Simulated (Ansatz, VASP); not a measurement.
## Si: VASP beside Ansatz

Wanted: the spread between two codes on one cell, functional and k mesh. The structure shown is frame 65 of Ansatz's trajectory.

Calculated with Ansatz 0.2.0; plane waves, with VASP 6.6.1 beside it; single point at PBE.

**1. Set-up**

The cell holds 76 atoms: 76 Si. Cell: a = 11.521 Å, b = 11.521 Å, c = 11.521 Å, α = 90.0°, β = 90.0°, γ = 90.0°. As first built, before any earlier steps moved the atoms (in the runner's words): 76 atoms (76 Si) placed at random at 2.32 g/cm^3, melted at 3500 K for 10 ps at fixed volume with the Tersoff potential (Tersoff, Phys. Rev. B 39, 5566 (1989)). Quenched from 3100 K to 500 K at 10 K/ps and fixed volume, annealed at 900 K for 50 ps, held 5 ps.

**2. Ansatz: dynamics, PBE**

Ansatz runs on its default PAW (the set named soft_2) files.

One frame of this run of dynamics is then solved in both programs, so the motion causes no difference.

File input.yaml:

```yaml
crystal:
  lattice:
    - [11.5206, 0.0, 0.0]
    - [0.0, 11.5206, 0.0]
    - [0.0, 0.0, 11.5206]
  atoms:
    - { symbol: Si, position: [0.95, 0.28552, 0.07037] }
    - { symbol: Si, position: [0.64106, 0.37171, 0.10822] }
    - { symbol: Si, position: [0.06368, 0.07066, 0.20779] }
    - { symbol: Si, position: [0.29236, 0.29258, 0.07379] }
    - { symbol: Si, position: [0.89287, 0.31356, 0.57323] }
    - { symbol: Si, position: [0.69684, 0.04495, 0.04457] }
    - { symbol: Si, position: [0.69534, 0.29656, 0.58705] }
    - { symbol: Si, position: [0.4938, 0.7925, 0.74485] }
    - { symbol: Si, position: [0.20573, 0.5953, 0.2961] }
    - { symbol: Si, position: [0.22056, 0.80848, 0.58627] }
    - { symbol: Si, position: [0.87022, 0.62539, 0.46932] }
    - { symbol: Si, position: [0.81901, 0.62821, 0.80846] }
    - { symbol: Si, position: [0.2523, 0.20827, 0.88077] }
    - { symbol: Si, position: [0.12072, 0.4444, 0.73406] }
    - { symbol: Si, position: [0.99357, 0.05757, 0.71783] }
    - { symbol: Si, position: [0.2888, 0.30945, 0.69567] }
    - { symbol: Si, position: [0.29405, 0.9171, 0.03733] }
    - { symbol: Si, position: [0.03432, 0.16731, 0.90136] }
    - { symbol: Si, position: [0.7671, 0.54377, 0.11797] }
    - { symbol: Si, position: [0.96724, 0.50327, 0.03988] }
    - { symbol: Si, position: [0.27633, 0.86382, 0.39973] }
    - { symbol: Si, position: [0.53303, 0.97594, 0.15672] }
    - { symbol: Si, position: [0.31265, 0.35567, 0.46859] }
    - { symbol: Si, position: [0.66371, 0.22923, 0.77096] }
    - { symbol: Si, position: [0.95813, 0.77817, 0.76921] }
    - { symbol: Si, position: [0.21972, 0.57791, 0.86097] }
    - { symbol: Si, position: [0.6526, 0.3857, 0.9099] }
    - { symbol: Si, position: [0.33483, 0.65216, 0.70124] }
    - { symbol: Si, position: [0.4369, 0.71169, 0.38334] }
    - { symbol: Si, position: [0.55015, 0.7061, 0.92803] }
    - { symbol: Si, position: [0.3985, 0.1341, 0.17345] }
    - { symbol: Si, position: [0.452, 0.24083, 0.34839] }
    - { symbol: Si, position: [0.3392, 0.48631, 0.00599] }
    - { symbol: Si, position: [0.05768, 0.67875, 0.94308] }
    - { symbol: Si, position: [0.32414, 0.08017, 0.43076] }
    - { symbol: Si, position: [0.99064, 0.99008, 0.0301] }
    - { symbol: Si, position: [0.76493, 0.21411, 0.13464] }
    - { symbol: Si, position: [0.11769, 0.29032, 0.40339] }
    - { symbol: Si, position: [0.11996, 0.2684, 0.19324] }
    - { symbol: Si, position: [0.56597, 0.5641, 0.39478] }
    - { symbol: Si, position: [0.48467, 0.98864, 0.75568] }
    - { symbol: Si, position: [0.74266, 0.61316, 0.61405] }
    - { symbol: Si, position: [0.55781, 0.85215, 0.46454] }
    - { symbol: Si, position: [0.79897, 0.81713, 0.25631] }
    - { symbol: Si, position: [0.05053, 0.47341, 0.23422] }
    - { symbol: Si, position: [0.31806, 0.01671, 0.85336] }
    - { symbol: Si, position: [0.50328, 0.50569, 0.88641] }
    - { symbol: Si, position: [0.66175, 0.04506, 0.83544] }
    - { symbol: Si, position: [0.1144, 0.81831, 0.07115] }
    - { symbol: Si, position: [0.65, 0.9441, 0.30871] }
    - { symbol: Si, position: [0.81737, 0.88369, 0.06603] }
    - { symbol: Si, position: [0.76281, 0.11168, 0.31459] }
    - { symbol: Si, position: [0.7476, 0.70765, 0.9852] }
    - { symbol: Si, position: [0.50111, 0.43089, 0.25229] }
    - { symbol: Si, position: [0.44929, 0.78704, 0.08282] }
    - { symbol: Si, position: [0.0185, 0.73878, 0.58223] }
    - { symbol: Si, position: [0.43618, 0.47117, 0.69094] }
    - { symbol: Si, position: [0.96359, 0.82128, 0.38213] }
    - { symbol: Si, position: [0.25277, 0.99783, 0.22608] }
    - { symbol: Si, position: [0.12654, 0.77968, 0.27882] }
    - { symbol: Si, position: [0.82312, 0.93815, 0.74329] }
    - { symbol: Si, position: [0.50458, 0.0323, 0.54696] }
    - { symbol: Si, position: [0.60671, 0.47635, 0.57084] }
    - { symbol: Si, position: [0.954, 0.02662, 0.36787] }
    - { symbol: Si, position: [0.96378, 0.31555, 0.76733] }
    - { symbol: Si, position: [0.62366, 0.17242, 0.45229] }
    - { symbol: Si, position: [0.98445, 0.44397, 0.4331] }
    - { symbol: Si, position: [0.18186, 0.97773, 0.71227] }
    - { symbol: Si, position: [0.10475, 0.54941, 0.56191] }
    - { symbol: Si, position: [0.39065, 0.60798, 0.19274] }
    - { symbol: Si, position: [0.84861, 0.43674, 0.87527] }
    - { symbol: Si, position: [0.30709, 0.57257, 0.48685] }
    - { symbol: Si, position: [0.01095, 0.14443, 0.52163] }
    - { symbol: Si, position: [0.21074, 0.13566, 0.58545] }
    - { symbol: Si, position: [0.6781, 0.80825, 0.62816] }
    - { symbol: Si, position: [0.74478, 0.62715, 0.3055] }
kpoints:
  mp_grid: { grid: [1, 1, 1] }
hamiltonian:
  xc: pbe
scf:
  occupations: { method: fermi_dirac, width: 0.05 }
output:
  forces: true
md:
  timestep: 2.0
  n_steps: 196
  ensemble: nvt_langevin
  temperature: 600
  initial_velocities: maxwell_boltzmann
  seed: 9109
```

Command:

```bash
> ansatz run input.yaml --threads 4 --pin off --max-ram 8192MiB --backend cpu --events-out ev --progress --plain --runs-dir out
```

Numbers of over 12 decimals in the logs are rounded to 6 here.

Output:

```text
Warning: md: disabling space-group detection — thermal motion breaks the input geometry's symmetry, so no spatial operation reduces the k-mesh or symmetrises the density; time reversal is kept, so that k and −k are solved as one point where they differ and the mesh holds both, and exact exchange and, on two spinor components, a DFT+U term hold to it where the run has them: on two components no moment then forms, and  [...]
Engine: ansatz 0.2.0, x86_64-unknown-linux-gnu
Pseudopotentials: kind: paw
Pseudopotential: Si, paw, valence charge 4, recommended cutoff 420 eV (normal), Si.paw.azcp
Functional definition: PBE
  parameter kappa = 0.804
  parameter beta = 0.066725
  exchange = pbe_x(kappa = kappa, mu = beta*pi^2/3)
  correlation = pbe_c(beta = beta)
Crystal: 76 atoms, lattice volume = 1529.063 Å³
Basis set: ecut = 420 eV, 29855 PW (Γ), exchange–correlation on 160×160×160 points (8 copies of the dense FFT grid, shifted against one another)
Bands: 228, of which v1, the nominal top of the filled ones, is band 152 counted from 1 (151 counted from 0)
Symmetry: 1 space group operations
k-points: 1
Non-local potential: Si, projectors of the file, l = 0: 2, l = 1: 2, l = 2: 2
PAW form: soft (Blöchl's): semilocal exchange-correlation on the pseudo side does not see the compensation charge
PAW one-centre angular grid: Si, 110 points (default); XC on 64 Gauss nodes
Initial density: superposition of atomic densities (neutral atoms: chi_scale 0, normalization atom), corrected by the library's trained network
Initial wavefunctions: pseudopotential atomic-orbital guess
Functional: x = pbe(κ = 0.804, μ = 0.219515), c = pbe(β = 0.066725)
SCF iter   1: F=—  HF=-48295.580709 eV  |F-HF|=—  |Δ(HF+E_count)|=         —  Δρ=4.01e-3  dr2=7.84e-1  ethr=1.77e-3  ⟨swp⟩=6.0  Hψ=1055  notcnv=0  defer=32
preconditioner: auto → Resta (q_TF=auto, 2.084 Å⁻¹)  ε∞=6.0  [insulator: Δε(μ)=0.128 eV  Ē_g=7.441 eV  σ=0.050 eV  W_gap=0.56  n_scr=250 (ndim 8)  ℏωp=16.6 eV  f_vac=0.001  D(μ)=19.80/eV (n_scr^D=80)  ε∞_Penn≈6.0]
SCF iter   2: F=—  HF=-48295.489275 eV  |F-HF|=—  |Δ(HF+E_count)|=   9.14e-2  Δρ=2.10e-3  dr2=1.30e-1  ethr=2.58e-4  ⟨swp⟩=2.0  Hψ=269  notcnv=0  defer=38
SCF iter   3: F=—  HF=-48295.474427 eV  |F-HF|=—  |Δ(HF+E_count)|=   1.48e-2  Δρ=5.00e-4  dr2=6.22e-3  ethr=4.29e-5  ⟨swp⟩=3.0  Hψ=373  notcnv=0  defer=38
SCF iter   4: F=—  HF=-48295.475714 eV  |F-HF|=—  |Δ(HF+E_count)|=   1.29e-3  Δρ=1.53e-4  dr2=7.77e-4  ethr=2.05e-6  ⟨swp⟩=3.0  Hψ=338  notcnv=0  defer=38
SCF iter   5: F=—  HF=-48295.476180 eV  |F-HF|=—  |Δ(HF+E_count)|=   4.66e-4  Δρ=4.75e-5  dr2=1.24e-4  ethr=2.56e-7  ⟨swp⟩=2.0  Hψ=262  notcnv=0  defer=38
SCF iter   6: F=—  HF=-48295.476247 eV  |F-HF|=—  |Δ(HF+E_count)|=   6.72e-5  Δρ=1.83e-5  dr2=2.14e-5  ethr=4.07e-8  ⟨swp⟩=2.0  Hψ=262  notcnv=0  defer=38
SCF iter   7: F=—  HF=-48295.476314 eV  |F-HF|=—  |Δ(HF+E_count)|=   6.67e-5  Δρ=6.50e-6  dr2=1.88e-6  ethr=7.05e-9  ⟨swp⟩=2.0  Hψ=375  notcnv=0  defer=49
SCF iter   8: F=—  HF=-48295.476316 eV  |F-HF|=—  |Δ(HF+E_count)|=   2.09e-6  Δρ=2.07e-6  dr2=2.39e-7  ethr=6.18e-10  ⟨swp⟩=2.0  Hψ=329  notcnv=0  defer=49
SCF iter   9: F=-48295.476316 eV  HF=-48295.476316 eV  |F-HF|=1.64e-8  |Δ(HF+E_count)|=   2.27e-7  Δρ=7.99e-7  dr2=4.82e-8  ethr=2.50e-11  ⟨swp⟩=5.0  Hψ=695  notcnv=0
SCF 1 converged in 9 iterations: F = -48295.476316 eV  dr2 = 4.82e-8
  greatest PAW one-centre occupation: 0.680 electrons in one spin orbital (limit 2), on the Si atom at site 37 (counted from 0), in its partial waves of l = 0
md step     0: t =     0.00 fs  T =   592.1 K  F+E_penalty+E_count = -48295.47631647 eV  E_kin = 5.816700 eV  (9 SCF iters)
Initial density: handed on by an earlier stage of this run
Initial wavefunctions: those handed on with the density
iter 1 solved again at ethr=1.47e-5 eV; its pass at ethr=3.10e-3 eV (dr2=4.48e-2 eV) is discarded
[...]
preconditioner: auto → Resta (q_TF=auto, 2.084 Å⁻¹)  ε∞=6.0  [insulator: Δε(μ)=0.124 eV  Ē_g=7.432 eV  σ=0.050 eV  W_gap=0.55  n_scr=250 (ndim 8)  ℏωp=16.6 eV  f_vac=0.002  D(μ)=23.11/eV (n_scr^D=122)  ε∞_Penn≈6.0]
SCF iter   2: F=—  HF=-48295.576172 eV  |F-HF|=—  |Δ(HF+E_count)|=   8.64e-3  Δρ=6.65e-4  dr2=8.61e-3  ethr=1.47e-5  ⟨swp⟩=1.0  Hψ=228  notcnv=0
SCF iter   3: F=—  HF=-48295.574749 eV  |F-HF|=—  |Δ(HF+E_count)|=   1.42e-3  Δρ=1.10e-4  dr2=2.13e-4  ethr=2.83e-6  ⟨swp⟩=2.0  Hψ=310  notcnv=0
[...]
iter 1 solved again at ethr=1.29e-5 eV; its pass at ethr=3.10e-3 eV (dr2=3.92e-2 eV) is discarded
SCF iter   1: F=—  HF=-48294.472173 eV  |F-HF|=—  |Δ(HF+E_count)|=         —  Δρ=1.33e-3  dr2=4.13e-2  ethr=1.29e-5  ⟨swp⟩=7.0  Hψ=1139  notcnv=0  defer=1
preconditioner: auto → Kerker (q_TF=auto, 2.084 Å⁻¹)  [metal: Δε(μ)=0.085 eV  Ē_g=7.417 eV  σ=0.050 eV  W_gap=0.40  n_scr=250 (ndim 8)  ℏωp=16.6 eV  f_vac=0.002  D(μ)=18.02/eV (n_scr^D=80)]
SCF iter   2: F=—  HF=-48294.465818 eV  |F-HF|=—  |Δ(HF+E_count)|=   6.36e-3  Δρ=7.40e-4  dr2=1.17e-2  ethr=1.29e-5  ⟨swp⟩=1.0  Hψ=228  notcnv=0
SCF iter   3: F=—  HF=-48294.463696 eV  |F-HF|=—  |Δ(HF+E_count)|=   2.12e-3  Δρ=7.52e-5  dr2=9.84e-5  ethr=3.85e-6  ⟨swp⟩=3.0  Hψ=377  notcnv=0
SCF iter   4: F=—  HF=-48294.463657 eV  |F-HF|=—  |Δ(HF+E_count)|=   3.93e-5  Δρ=1.71e-5  dr2=1.19e-5  ethr=3.24e-8  ⟨swp⟩=2.0  Hψ=380  notcnv=0
SCF iter   5: F=—  HF=-48294.463662 eV  |F-HF|=—  |Δ(HF+E_count)|=   4.84e-6  Δρ=5.51e-6  dr2=1.75e-6  ethr=3.90e-9  ⟨swp⟩=2.0  Hψ=381  notcnv=0
SCF iter   6: F=—  HF=-48294.463662 eV  |F-HF|=—  |Δ(HF+E_count)|=   4.34e-7  Δρ=1.44e-6  dr2=1.21e-7  ethr=5.75e-10  ⟨swp⟩=2.0  Hψ=307  notcnv=0
SCF iter   7: F=-48294.463662 eV  HF=-48294.463662 eV  |F-HF|=6.55e-10  |Δ(HF+E_count)|=   4.28e-8  Δρ=5.66e-7  dr2=1.71e-8  ethr=2.50e-11  ⟨swp⟩=4.0  Hψ=634  notcnv=0
SCF 197 converged in 7 iterations: F = -48294.463662 eV  dr2 = 1.71e-8
md step   196: t =   392.00 fs  T =   710.5 K  F+E_penalty+E_count = -48294.46366249 eV  E_kin = 6.979813 eV  (7 SCF iters)
NSCF: frozen V_eff on 1 k-points
the band table was solved once a step of the walk had ended and its energy, with any forces and stress, was formed, with the checks that follow a solve (908 applications of the Hamiltonian). They found nothing against the state; the energy, forces and stress were not computed again (output.eigenvalues in the input reference)
SCF converged after 7 iterations
Free energy (F): -48294.463662 eV
Harris-Foulkes:  -48294.463662 eV  (|F-HF|=6.55e-10)
Internal energy: -48294.322569 eV  (E = F + TS)
E sigma→0 (E₀):  -48294.393116 eV
Entropy (-TS):   -0.141094 eV (-1.856 meV/atom)
Fermi energy:    6.348981 eV
--- Per-component energies (eV) ---
  E_band       = 370.857508
  E_kinetic    = 3021.882432
  E_local      = -2332.734096  (includes V_loc(G=0)·N_el)
  E_nonlocal   = 1961.802100
  E_hartree    = 712.271653
  E_xc         = -4179.408946
  E_vxc        = -3531.814376  (∫ρ·V_xc dr)
  E_paw        = -38954.769739  (= ΣΔE_a)
  E_vpaw       = -172.823559  (= ΣTr[D̂ρ^β])
  E_aug_tail   = 0.000488  (compensation charges beyond the density's cutoff)
  E_ewald      = -8523.366461
  E_smearing   = -0.141094  (= −TS)
  E_closure    = -0.000000  (closes the sum)
  Σ components = -48294.463662   (vs F -48294.463662, Δ=0.00e0)
--- Forces (eV/Å), atoms counted from 1 ---
  atom   1  Si    -0.19065419    -0.09976346     0.89711135
  atom   2  Si     0.04248662     0.63889465    -1.09653299
  atom   3  Si     0.33750315     0.78302785     0.58235362
  atom   4  Si     0.96328542     0.51097370     1.04921895
  atom   5  Si     0.48313070     0.37935324    -0.33103057
  atom   6  Si    -0.89928620    -0.69359133    -0.26604068
  atom   7  Si    -0.73966543     0.10799327     0.62826033
  atom   8  Si    -0.22786647     1.02812826    -1.73335807
  atom   9  Si     1.23852939     0.01553806     0.30895204
  atom  10  Si     0.58891404     0.15619569     0.19743779
  atom  11  Si     0.02939118     0.47612688     0.61894749
  atom  12  Si     0.19235196    -0.23622696     0.29763916
  atom  13  Si    -1.23895074     0.50149751    -1.61454441
  atom  14  Si    -0.19734897     0.42989026    -0.08040835
  atom  15  Si     0.06688338     0.31184253     0.13116885
  atom  16  Si     0.02687093     0.00806709     0.05082301
  atom  17  Si     2.52316005     0.96915294    -0.33159152
  atom  18  Si     0.03868748    -0.44121690    -0.45648153
  atom  19  Si    -0.27912454     0.30435673     0.12384052
  atom  20  Si     0.48628917    -0.38817040     0.06481653
  atom  21  Si    -0.74202902     0.17421939    -0.06574943
  atom  22  Si    -0.44381772     0.59772782    -0.46701195
  atom  23  Si     0.06284747     0.31630905    -0.24668622
  atom  24  Si     0.39871815     0.66992324     0.28941978
[...]
atom  69  Si     0.79409379     0.15963916     0.12588713
  atom  70  Si    -0.83129786    -0.12817526     0.82977000
  atom  71  Si    -0.48481961    -0.45888919    -0.66004138
  atom  72  Si    -1.37678579    -1.21024600     0.15439355
  atom  73  Si     0.01041287    -0.68030008    -0.47382256
  atom  74  Si     0.95183111     0.32835079     0.67016031
  atom  75  Si     0.81242363    -1.31185281     1.05393787
  atom  76  Si    -1.23691001     0.45623876    -0.03495190
  max |Σ_I F_I| component: 7.26e-6 eV/Å
--- Band table (eV) ---
  k-point 0: bands = [... 148 lower, 5.9456, 6.0033, 6.1051, 6.3096, 6.3918, 6.5472, 6.6165, 6.8080, ... 72 higher]
--- MD trajectory: 196 steps, t = 0.0 → 392.0 fs ---
  final state: T = 710.5 K   F+E_penalty+E_count = -48294.46366249 eV   E_kin = 6.979813 eV
```

Reading the cycles: dr2 is the Hartree energy of the density residual (eV), the measure of convergence; HF is the Harris–Foulkes estimate of the energy, which meets the free energy F at convergence.

(Continued in part 2 of 2.)

[Lines on the potential files, build, host, timing and source positions are cut from VASP's logs without a mark.]

[Logs are printed without paths, hosts, clocks, repeated set-up lines and the standing remarks that a program may print on its own settings, such as how far it seeks lower states.]

[Hosts, paths, dates, database ids (printed as entryN), source tags and the programs' standing remarks are cut or masked in the printed files.]
